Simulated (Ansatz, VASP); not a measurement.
# Si in two plane-wave programs

One calculation is typed for both programs; each brings its own data sets. How far apart do they land? The structure shown is frame 169 of Ansatz's trajectory.

Method: plane waves, with VASP 6.6.1 beside it; single point at PBE, in Ansatz 0.2.0.

## Step 1: Set-up

The cell holds 121 atoms: 121 Si. Cell: a = 12.998 Å, b = 12.998 Å, c = 12.998 Å, α = 90.0°, β = 90.0°, γ = 90.0°. As first built, before any earlier steps moved the atoms (in the runner's words): 121 atoms (121 Si) placed at random at 2.57 g/cm^3, melted at 2429 K for 5 ps at fixed volume with the modified Tersoff potential (Kumagai, Izumi, Hara and Sakai, Comput. Mater. Sci. 39, 457 (2007)). Snapshot at the end of a hold of 8 ps at 1735 K and fixed volume.

## Step 2: Ansatz: dynamics, PBE

Ansatz runs on its default PAW (the set named soft_2) files.

One frame of this run of dynamics is then solved in both programs, so the motion causes no difference.

input.yaml reads:

```yaml
crystal:
  lattice:
    - [12.9975, 0.0, 0.0]
    - [0.0, 12.9975, 0.0]
    - [0.0, 0.0, 12.9975]
  atoms:
    - { symbol: Si, position: [0.07771, 0.07044, 0.89836] }
    - { symbol: Si, position: [0.76149, 0.68562, 0.97228] }
    - { symbol: Si, position: [0.45616, 0.62136, 0.28161] }
    - { symbol: Si, position: [0.38072, 0.61536, 0.89754] }
    - { symbol: Si, position: [0.55072, 0.94266, 0.55869] }
    - { symbol: Si, position: [0.75225, 0.80906, 0.41191] }
    - { symbol: Si, position: [0.60908, 0.36244, 0.54437] }
    - { symbol: Si, position: [0.09335, 0.29877, 0.06258] }
    - { symbol: Si, position: [0.07811, 0.01728, 0.31648] }
    - { symbol: Si, position: [0.0944, 0.93361, 0.7646] }
    - { symbol: Si, position: [0.32168, 0.60839, 0.07883] }
    - { symbol: Si, position: [0.07964, 0.2921, 0.44968] }
    - { symbol: Si, position: [0.13557, 0.62682, 0.79801] }
    - { symbol: Si, position: [0.46067, 0.45285, 0.18329] }
    - { symbol: Si, position: [0.62744, 0.04169, 0.22573] }
    - { symbol: Si, position: [0.2314, 0.48365, 0.85405] }
    - { symbol: Si, position: [0.14056, 0.55649, 0.32017] }
    - { symbol: Si, position: [0.94682, 0.45522, 0.29463] }
    - { symbol: Si, position: [0.24387, 0.32098, 0.79704] }
    - { symbol: Si, position: [0.63783, 0.29788, 0.08874] }
    - { symbol: Si, position: [0.2752, 0.65909, 0.39506] }
    - { symbol: Si, position: [0.55936, 0.21074, 0.78028] }
    - { symbol: Si, position: [0.97055, 0.8056, 0.24386] }
    - { symbol: Si, position: [0.45225, 0.33212, 0.02224] }
    - { symbol: Si, position: [0.39723, 0.80818, 0.8396] }
    - { symbol: Si, position: [0.80143, 0.15366, 0.08122] }
    - { symbol: Si, position: [0.19918, 0.47722, 0.05013] }
    - { symbol: Si, position: [0.28673, 0.30154, 0.07865] }
    - { symbol: Si, position: [0.54915, 0.68276, 0.91505] }
    - { symbol: Si, position: [0.88036, 0.38055, 0.95] }
[... 85 atom lines left out ...]
    - { symbol: Si, position: [0.22859, 0.42796, 0.54379] }
    - { symbol: Si, position: [0.87012, 0.73002, 0.73568] }
    - { symbol: Si, position: [0.04137, 0.45844, 0.53401] }
    - { symbol: Si, position: [0.005, 0.63915, 0.435] }
    - { symbol: Si, position: [0.66021, 0.35522, 0.73992] }
    - { symbol: Si, position: [0.13734, 0.04298, 0.12971] }
kpoints:
  mp_grid: { grid: [1, 1, 1] }
hamiltonian:
  xc: pbe
scf:
  occupations: { method: fermi_dirac, width: 0.15 }
output:
  forces: true
  stress: true
md:
  timestep: 3.0
  n_steps: 500
  ensemble: nvt_nose_hoover
  temperature: 1735
  initial_velocities: maxwell_boltzmann
  seed: 7
```

Run with:

```console
$ ansatz run input.yaml --threads 8 --pin off --max-ram 15360MiB --backend cpu --events-out ev --progress --plain --runs-dir out
```

Numbers of over 12 decimals in the logs are rounded to 6 here.

What it wrote:

```text
Warning: md: disabling space-group detection — thermal motion breaks the input geometry's symmetry, so no spatial operation reduces the k-mesh or symmetrises the density; time reversal is kept, so that k and −k are solved as one point where they differ and the mesh holds both, and exact exchange and, on two spinor components, a DFT+U term hold to it where the run has them: on two components no moment then forms, and  [...]
Warning: output.stress: scf.convergence.dr2_threshold = 1e-7 eV (the SCF's general default) is looser than the 1.08e-8 eV advised for a printed stress (1e-10 eV for each atom of the cell: 121, of which 108 are counted). What an SCF threshold leaves in a stress goes as its square root, and in the free energy as the threshold itself, and one threshold admits the most on a small cell: [figures from the program's tests c [...]
band count auto-derived: 373 (N_el = 484.0; filled up to band 242; 363 by the electrons, moments and atoms)
Engine: ansatz 0.2.0, aarch64-unknown-linux-gnu
Pseudopotentials: kind: paw
Pseudopotential: Si, paw, valence charge 4, recommended cutoff 420 eV (normal), Si.paw.azcp
Functional definition: PBE
  parameter kappa = 0.804
  parameter beta = 0.066725
  exchange = pbe_x(kappa = kappa, mu = beta*pi^2/3)
  correlation = pbe_c(beta = beta)
Crystal: 121 atoms, lattice volume = 2195.733 Å³
Basis set: ecut = 420 eV, 42931 PW (Γ), exchange–correlation on 180×180×180 points (8 copies of the dense FFT grid, shifted against one another)
Bands: 373, of which v1, the nominal top of the filled ones, is band 242 counted from 1 (241 counted from 0)
Symmetry: 1 space group operations
k-points: 1
Non-local potential: Si, projectors of the file, l = 0: 2, l = 1: 2, l = 2: 2
PAW form: soft (Blöchl's): semilocal exchange-correlation on the pseudo side does not see the compensation charge
PAW one-centre angular grid: Si, 110 points (default); XC on 64 Gauss nodes
Initial density: superposition of atomic densities (neutral atoms: chi_scale 0, normalization atom), corrected by the library's trained network
Initial wavefunctions: pseudopotential atomic-orbital guess
Functional: x = pbe(κ = 0.804, μ = 0.219515), c = pbe(β = 0.066725)
SCF iter   1: F=—  HF=-76868.597370 eV  |F-HF|=—  |Δ(HF+E_count)|=         —  Δρ=4.08e-3  dr2=1.53e0  ethr=1.77e-3  ⟨swp⟩=7.0  Hψ=1888  notcnv=0
preconditioner: auto → Kerker (q_TF=auto, 2.120 Å⁻¹)  [metal: Δε(μ)=0.093 eV  Ē_g=7.593 eV  σ=0.150 eV  W_gap=0.15  n_scr=364 (ndim 8)  ℏωp=17.4 eV  f_vac=0.001  D(μ)=47.04/eV (n_scr^D=256)]
SCF iter   2: F=—  HF=-76868.480882 eV  |F-HF|=—  |Δ(HF+E_count)|=   1.16e-1  Δρ=2.31e-3  dr2=4.00e-1  ethr=3.17e-4  ⟨swp⟩=1.0  Hψ=429  notcnv=0
SCF iter   3: F=—  HF=-76868.435704 eV  |F-HF|=—  |Δ(HF+E_count)|=   4.52e-2  Δρ=3.92e-4  dr2=7.34e-3  ethr=8.26e-5  ⟨swp⟩=2.0  Hψ=499  notcnv=0
SCF iter   4: F=—  HF=-76868.435278 eV  |F-HF|=—  |Δ(HF+E_count)|=   4.27e-4  Δρ=1.29e-4  dr2=1.04e-3  ethr=1.52e-6  ⟨swp⟩=2.0  Hψ=614  notcnv=0
SCF iter   5: F=—  HF=-76868.435349 eV  |F-HF|=—  |Δ(HF+E_count)|=   7.14e-5  Δρ=4.39e-5  dr2=1.05e-4  ethr=2.14e-7  ⟨swp⟩=2.0  Hψ=655  notcnv=0
SCF iter   6: F=—  HF=-76868.435444 eV  |F-HF|=—  |Δ(HF+E_count)|=   9.49e-5  Δρ=1.32e-5  dr2=1.09e-5  ethr=2.16e-8  ⟨swp⟩=2.0  Hψ=484  notcnv=0
SCF iter   7: F=—  HF=-76868.435085 eV  |F-HF|=—  |Δ(HF+E_count)|=   3.60e-4  Δρ=4.71e-6  dr2=1.31e-6  ethr=2.25e-9  ⟨swp⟩=3.0  Hψ=620  notcnv=0
SCF iter   8: F=—  HF=-76868.435085 eV  |F-HF|=—  |Δ(HF+E_count)|=   5.54e-7  Δρ=1.40e-6  dr2=1.75e-7  ethr=2.70e-10  ⟨swp⟩=2.0  Hψ=572  notcnv=0
SCF iter   9: F=-76868.435085 eV  HF=-76868.435085 eV  |F-HF|=2.27e-9  |Δ(HF+E_count)|=   4.73e-8  Δρ=5.79e-7  dr2=1.99e-8  ethr=2.07e-11  ⟨swp⟩=4.0  Hψ=1002  notcnv=0
SCF 1 converged in 9 iterations: F = -76868.435085 eV  dr2 = 1.99e-8
  greatest PAW one-centre occupation: 0.694 electrons in one spin orbital (limit 2), on the Si atom at site 113 (counted from 0), in its partial waves of l = 0
[...]
SCF iter   2: F=—  HF=-76860.478438 eV  |F-HF|=—  |Δ(HF+E_count)|=   7.49e-2  Δρ=1.71e-3  dr2=1.21e-1  ethr=9.85e-5  ⟨swp⟩=1.0  Hψ=373  notcnv=0
SCF iter   3: F=—  HF=-76860.456265 eV  |F-HF|=—  |Δ(HF+E_count)|=   2.22e-2  Δρ=2.24e-4  dr2=1.31e-3  ethr=2.50e-5  ⟨swp⟩=3.0  Hψ=680  notcnv=0
SCF iter   4: F=—  HF=-76860.456181 eV  |F-HF|=—  |Δ(HF+E_count)|=   8.44e-5  Δρ=5.49e-5  dr2=1.09e-4  ethr=2.71e-7  ⟨swp⟩=2.0  Hψ=645  notcnv=0
SCF iter   5: F=—  HF=-76860.456191 eV  |F-HF|=—  |Δ(HF+E_count)|=   1.01e-5  Δρ=1.00e-5  dr2=5.42e-6  ethr=2.24e-8  ⟨swp⟩=3.0  Hψ=624  notcnv=0
SCF iter   6: F=—  HF=-76860.455977 eV  |F-HF|=—  |Δ(HF+E_count)|=   2.14e-4  Δρ=3.96e-6  dr2=7.66e-7  ethr=1.12e-9  ⟨swp⟩=2.0  Hψ=620  notcnv=0
SCF iter   7: F=-76860.455978 eV  HF=-76860.455978 eV  |F-HF|=6.64e-9  |Δ(HF+E_count)|=   1.27e-7  Δρ=9.72e-7  dr2=5.89e-8  ethr=2.07e-11  ⟨swp⟩=3.0  Hψ=1242  notcnv=0
SCF 501 converged in 7 iterations: F = -76860.455978 eV  dr2 = 5.89e-8
md step   500: t =  1500.00 fs  T =  1788.3 K  F+E_penalty+E_count = -76860.45597759 eV  E_kin = 27.738117 eV  conserved = -76841.48144830 eV  P_inst = 0.1131 GPa  (7 SCF iters)
SCF converged after 7 iterations
Free energy (F): -76860.455978 eV
Harris-Foulkes:  -76860.455978 eV  (|F-HF|=6.64e-9)
Internal energy: -76856.949057 eV  (E = F + TS)
E sigma→0 (E₀):  -76858.702517 eV
Entropy (-TS):   -3.506920 eV (-28.983 meV/atom)
Fermi energy:    7.547958 eV
--- Per-component energies (eV) ---
  E_band       = 1124.552829
  E_kinetic    = 4775.840768
  E_local      = -2345.439255  (includes V_loc(G=0)·N_el)
  E_nonlocal   = 3112.486928
  E_hartree    = 730.927741
  E_xc         = -6667.875899
  E_vxc        = -5638.883060  (∫ρ·V_xc dr)
  E_paw        = -61983.776769  (= ΣΔE_a)
  E_vpaw       = -241.308242  (= ΣTr[D̂ρ^β])
  E_aug_tail   = 0.000843  (compensation charges beyond the density's cutoff)
  E_ewald      = -14479.113414
  E_smearing   = -3.506920  (= −TS)
  E_closure    = -0.000000  (closes the sum)
  Σ components = -76860.455978   (vs F -76860.455978, Δ=0.00e0)
--- Forces (eV/Å), atoms counted from 1 ---
  atom   1  Si     0.33018627     0.91450370     0.08714798
  atom   2  Si    -0.02902325     0.20052641     0.03446503
  atom   3  Si    -1.27482056    -1.45870893    -0.78669058
  atom   4  Si    -0.19654566    -0.26354888    -0.84936652
  atom   5  Si    -0.67223916    -0.46728379     2.65189819
  atom   6  Si    -1.86240754    -0.97987097     0.01640004
  atom   7  Si     0.26632499    -0.39281164    -1.46107488
  atom   8  Si     2.00369240     2.81822525    -2.24833484
  atom   9  Si    -0.01512435     0.81486561    -0.17487034
  atom  10  Si     1.27652764    -1.59690360    -1.42771741
  atom  11  Si     0.18152633    -0.95545692    -0.09601536
  atom  12  Si    -0.69193133     0.91720955    -0.45687836
  atom  13  Si    -1.92772701    -2.82248761     0.21406054
  atom  14  Si    -0.74505279    -0.03076446     0.70053893
  atom  15  Si    -0.89802300    -2.38823319     0.66553485
  atom  16  Si    -0.84271001     0.13470901     1.45932276
  atom  17  Si     0.25250814    -0.34064481    -0.94009828
  atom  18  Si     2.32515564    -0.29979147    -1.19313892
  atom  19  Si    -0.59847959    -0.28443698     2.04744994
  atom  20  Si    -0.62787816     1.29555969     0.07595987
  atom  21  Si    -0.86945460     0.13391788    -0.34176523
  atom  22  Si    -0.43260842     0.57361822    -0.11790656
  atom  23  Si     0.87153188    -0.08983218     0.95773487
  atom  24  Si     0.47229737    -0.54906508     0.82833961
[...]
atom 114  Si    -0.70180399    -0.16009133     0.10482242
  atom 115  Si     0.35821028    -0.70790136    -0.53603449
  atom 116  Si     1.17650073     0.48107834     0.01921400
  atom 117  Si    -0.25317752     0.87291350     0.36281119
  atom 118  Si    -0.57885433     1.73103526     1.27700954
  atom 119  Si    -0.45654021    -0.30462412     0.21525220
  atom 120  Si     0.95983258     0.46971012    -0.70954768
  atom 121  Si     0.34545520     0.20426395    -0.23692409
  max |Σ_I F_I| component: 1.76e-5 eV/Å
--- Stress (GPa, compression-positive) ---
       -2.134213       0.969941      -0.028029
        0.969941      -0.942489       0.382565
       -0.028029       0.382565      -0.665647
  P = ⅓ Tr σ = -1.2474 GPa (-12.474 kbar)
--- MD trajectory: 500 steps, t = 0.0 → 1500.0 fs ---
  final state: T = 1788.3 K   F+E_penalty+E_count = -76860.45597759 eV   E_kin = 27.738117 eV
  conserved energy: peak-to-peak 7.461e-2 eV (6.166e-4 eV/atom) over 1500.0 fs
```

## Step 3: VASP: single point, PBE

The same cell, functional, mesh and smearing now go to VASP, with its own data sets.

Lines of VASP's logs that name or quote its potential files are left out, and so is its time.

INCAR reads:

```
SYSTEM = Si
PREC = Accurate
ENCUT = 400
EDIFF = 1E-06
NELM = 120
ISMEAR = -1
SIGMA = 0.15
LREAL = Auto
ALGO = Normal
GGA = PE
NBANDS = 336
LORBIT = 11
LWAVE = .FALSE.
LCHARG = .FALSE.
ISIF = 2
LASPH = .TRUE.
GGA_COMPAT = .FALSE.
NCORE = 4
```

POSCAR reads:

```
Si
1.0
   12.9975000000      0.0000000000      0.0000000000
    0.0000000000     12.9975000000      0.0000000000
    0.0000000000      0.0000000000     12.9975000000
Si
121
Direct
    0.0424081554      0.9146835930      0.7378188113
    0.7517907290      0.6528640123      0.8239507598
    0.3579072899      0.6963031352      0.3190382766
    0.3739488363      0.6678515099      0.9848432391
    0.3716945566      0.9498672822      0.2968340065
    0.8313521831      0.8210502020      0.4283746874
    0.6896864782      0.4331140604      0.6992575495
    0.0322523562      0.4516868629      0.1125908829
    0.1604539334      0.8224889402      0.3974456626
    0.1668782458      0.7603385266      0.6558338142
    0.2953337180      0.5570071168      0.1594614349
    0.1004654741      0.2880707828      0.4559030583
    0.2148336219      0.6133102520      0.8786766686
    0.5915599154      0.4040315445      0.3104597038
    0.6893325640      0.1103519908      0.3009963455
    0.1954991344      0.4203115984      0.1062512022
    0.1360723216      0.5573071745      0.2234583574
    0.0902865936      0.4281823428      0.3204847086
    0.2017464897      0.4292517792      0.8797307174
    0.6988266974      0.2898865166      0.1428659358
    0.2051625313      0.8214041162      0.2355683785
    0.5209386420      0.1899749952      0.7396422389
    0.8818157338      0.7292479323      0.1620619350
    0.4480323139      0.0728909406      0.1810578957
    0.4702673591      0.7242315830      0.6713752645
    0.9323562224      0.9929986536      0.0809386420
    0.3953144836      0.3059049817      0.2087555299
    0.3505904982      0.2782227351      0.5020119254
    0.5423427582      0.5735410656      0.9446508944
    0.8239738411      0.2868013079      0.9816810925
[... 85 atom lines left out ...]
    0.2050086555      0.4878784382      0.5378188113
    0.9050125024      0.6531025197      0.3998307367
    0.0332294672      0.4502250433      0.5190305828
    0.9803962300      0.5695018273      0.2552413926
    0.6111252164      0.2881015580      0.8746912868
    0.3714329679      0.1744720138      0.3482515868
```

KPOINTS reads:

```
Automatic mesh
0
Gamma
1 1 1
0 0 0
```

Potentials, in the order of the species: Si (PBE family, release 64).

Run with:

```console
$ mpirun -np 16 vasp_gam
```

What it wrote:

```text
[banner, memory and clock lines left out]
running   16 mpi-ranks, on    1 nodes
[...]
LDA part: xc-table for (Slater+PW92), standard interpolation
 POSCAR, INCAR and KPOINTS ok, starting setup
[...]
entering main loop
       N       E                     dE             d eps       ncg     rms          rms(c)
DAV:   1     0.201272583019E+04    0.20127E+04   -0.18209E+05   672   0.104E+03
DAV:   2    -0.324696307265E+03   -0.23374E+04   -0.21560E+04   888   0.195E+02
DAV:   3    -0.582046555425E+03   -0.25735E+03   -0.24531E+03   848   0.567E+01
DAV:   4    -0.590490613617E+03   -0.84441E+01   -0.83007E+01   832   0.117E+01
[...]
DAV:  15    -0.581242499884E+03   -0.67330E-05   -0.90815E-05   792   0.164E-02    0.222E-02
DAV:  16    -0.581242499004E+03    0.88065E-06   -0.26686E-05   792   0.910E-03    0.101E-02
DAV:  17    -0.581242498324E+03    0.67997E-06   -0.65015E-06   792   0.418E-03
   1 F= -.58124250E+03 E0= -.57943221E+03  d E =-.362058E+01
```

OUTCAR, selected parts (step 3):

```text
  Total        3.1030993    -21.7675899     -9.4375380     -2.7606307     -4.8288338     -0.8973795
  in kB        2.2642625    -15.8833261     -6.8863615     -2.0143708     -3.5234926     -0.6547979
  external PRESSURE =      -6.8351417 kB  Pullay stress =       0.0000000 kB

  FREE ENERGIE OF THE ION-ELECTRON SYSTEM (eV)
  ---------------------------------------------------
  free  energy   TOTEN  =      -581.2424983238 eV

  energy  without entropy=     -577.6219213639  energy(sigma->0) =     -579.43220984

[... 3 further parts left out ...]
[key lines of the parts left out:]
E-fermi :   7.1120
```

The run ends at a pressure of -0.68 GPa, with forces up to 4.4 eV/Å.

## Step 4: Comparison

Known differences besides the potentials themselves: the cutoff is 420 eV in Ansatz and 400 eV in VASP (PREC = Accurate, projectors in real space). Total energies have different zeros and are not compared.

Forces on 7 of the 121 atoms, those with the largest forces and the largest differences (eV/Å; atoms numbered as in POSCAR):

```csv
atom,"Ansatz x, y, z","VASP x, y, z"
Si8,"-3.969, -0.167, -1.103","-3.950, -0.163, -1.097"
Si17,"2.831, 2.902, -0.511","2.808, 2.881, -0.510"
Si35,"3.331, 1.171, 1.189","3.313, 1.167, 1.180"
Si86,"-3.669, 1.331, 1.042","-3.647, 1.318, 1.037"
Si102,"-3.732, 0.842, 0.607","-3.713, 0.834, 0.603"
Si111,"-1.822, 2.586, -2.626","-1.810, 2.573, -2.612"
Si119,"-4.368, 0.817, 0.332","-4.339, 0.812, 0.329"
```

The forces differ by 6.2 meV/Å r.m.s., which is 0.6 % of the r.m.s. force of 1.071 eV/Å (both taken over all components).

## Step 5: Results

```json
{
 "r.m.s. force difference (single point, PBE)": "0.58 % of the r.m.s. force"
}
```

What this shows: The r.m.s. force difference is 0.58 % of the r.m.s. force (single point, PBE), within the 3 % picked in this series as the mark of a large difference. 2 further runs of this series are not shown here. How closely two codes agree says nothing of how well the functional describes the real material.

[Lines on the potential files, build, host, timing and source positions are cut from VASP's logs without a mark.]

[Logs are printed without paths, hosts, clocks, repeated set-up lines and the standing remarks that a program may print on its own settings, such as how far it seeks lower states.]

[Hosts, paths, dates, database ids (printed as entryN), source tags and the programs' standing remarks are cut or masked in the printed files.]
